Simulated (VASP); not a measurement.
Consider the following.

```
CELL_PARAMETERS angstrom
      5.51977     0.00000     0.00000
      0.00000     5.51977     0.00000
      0.00000     0.00000     3.25279
ATOMIC_POSITIONS crystal
  Zn 0.18200 0.18200 0.50000
  Zn 0.81800 0.81800 0.50000
  Zn 0.31800 0.68200 0.00000
  Zn 0.68200 0.31800 0.00000
  O  0.81759 0.18241 0.50000
  O  0.18241 0.81759 0.50000
  O  0.31759 0.31759 0.00000
  O  0.68241 0.68241 0.00000
```

All values below come from PBEsol GGA, VASP's PBE PAW potentials (set 64) (plane waves; VASP 6.6.1). Run with 520 eV cut-off, 5×5×8 Γ-centred mesh, tetrahedra with Blöchl corrections, potentials Zn O.

The cores are frozen, which limits the accuracy of field gradients.

**Question.** Give the principal components of the electric field gradient (V/Å²) and the asymmetry η at each nucleus.

**Answer.** 
```csv
atom,Vxx,Vyy,Vzz,η
Zn1,-26.7,-19.8,46.6,0.15
Zn2,-26.7,-19.8,46.6,0.15
Zn3,-26.7,-19.8,46.6,0.15
Zn4,-26.7,-19.8,46.6,0.15
O5,11.7,3.8,-15.4,0.51
O6,11.7,3.8,-15.4,0.51
O7,11.7,3.8,-15.4,0.51
O8,11.7,3.8,-15.4,0.51
```

The structure comes from a computed database's ZnO entry (P4_2/mnm); how it stands against other phases isn't given here. It was relaxed first.
